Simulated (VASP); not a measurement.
Given:

```xyz
2
Lattice="0.0000 2.9924 2.9924 2.9924 0.0000 2.9924 2.9924 2.9924 0.0000" Properties=species:S:1:pos:R:3 pbc="T T T"
Cu     0.0000     0.0000     0.0000
I      1.4962     1.4962     1.4962
```

Level of theory: r2SCAN+rVV10, VASP's PBE PAW potentials (set 64) (plane waves; VASP). Run with 520 eV cut-off, 7×7×7 Γ-centred mesh, Gaussian smearing of 0.050 eV, potentials Cu I.

Unless said otherwise, spin-orbit coupling is left out, though it shifts the bands of the heavy elements here.

Question: What does the run give for the energy per atom (σ→0), band gap (on the k-mesh) with the smallest direct gap where there is one?

Answer: 
The band gap (on the k-mesh) comes out as 1.68 eV and the smallest direct gap (on the k-mesh) is 1.68 eV. The energy per atom (σ→0) is -17.620 eV/atom.

The absolute energy has meaning only against runs of the same code, potentials and settings.

The compound is CuI in the zinc blende structure. It was relaxed first. The start is the result of an earlier pass.
